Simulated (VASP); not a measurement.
VASP ran on this input.

POSCAR:
```
HfS2
1.0
  1.7984440474  -3.1149962549   0.0000000000
  1.7984440474   3.1149962549   0.0000000000
  0.0000000000   0.0000000000   5.8052206465
Hf S
1 2
Cartesian
  0.0000000000   0.0000000000   0.0000000000
  1.7984440474   1.0383341616   1.4425869567
  1.7984440474  -1.0383341616   4.3626336898
```

**INCAR**
```
! general
SYSTEM    =  HfS2
PREC      =  Accurate
ENCUT     =  520
LREAL     =  F
LASPH     =  T

! electronic loop
EDIFF     =  1E-6
NELM      =  100
ALGO      =  Normal
LMAXMIX   =  6

! smearing
ISMEAR    =  0
SIGMA     =  0.05

! functional
GGA       =  BO
LUSE_VDW  =  T
AGGAC     =  0.0
PARAM1    =  0.1833333333
PARAM2    =  0.22

! ions
IBRION    =  2
NSW       =  60
ISIF      =  3
EDIFFG    =  -0.02

! output
LWAVE     =  F
LCHARG    =  F
```

KPOINTS:
```
Automatic mesh
0
Gamma
7 7 4
0 0 0
```

POTCAR, in this order: Hf_pv S (PBE.64 set). Program: vasp_std.

Write an equivalent input for Quantum ESPRESSO's pw.x.

One equivalent input (not run):
```
&CONTROL
  calculation = 'vc-relax'
  pseudo_dir = './pseudo'
  outdir = './out'
  tprnfor = .true.
  tstress = .true.
  nstep = 60
  forc_conv_thr = 0.00078
/
&SYSTEM
  ibrav = 0
  nat = 3
  ntyp = 2
  ecutwfc = 58
  occupations = 'smearing'
  smearing = 'gaussian'
  degauss = 0.003675
  input_dft = 'vdw-df-obk8'
/
&ELECTRONS
  conv_thr = 7.3e-08
  electron_maxstep = 100
/
&IONS
/
&CELL
/
ATOMIC_SPECIES
  Hf 178.490 Hf.upf
  S 32.060 S.upf
CELL_PARAMETERS angstrom
     1.7984440   -3.1149963    0.0000000
     1.7984440    3.1149963    0.0000000
     0.0000000    0.0000000    5.8052206
ATOMIC_POSITIONS crystal
  Hf   0.0000000  0.0000000  0.0000000
  S    0.3333330  0.6666670  0.2484982
  S    0.6666670  0.3333330  0.7515018
K_POINTS automatic
  7 7 4 0 0 0
```
What does not carry over: the potentials are each code's own (VASP's PAW set, PseudoDojo norm-conserving files in pw.x), so ENCUT and ecutwfc are chosen apart and not converted; conv_thr bounds pw.x's estimated SCF error, while EDIFF bounds the energy change between steps; forc_conv_thr acts on force components and is met together with etot_conv_thr.

The compound is HfS2 in the 1T layered structure. This run relaxes it. Symmetry was kept, so distortions that lower it aren't found. The start is the result of an earlier pass.
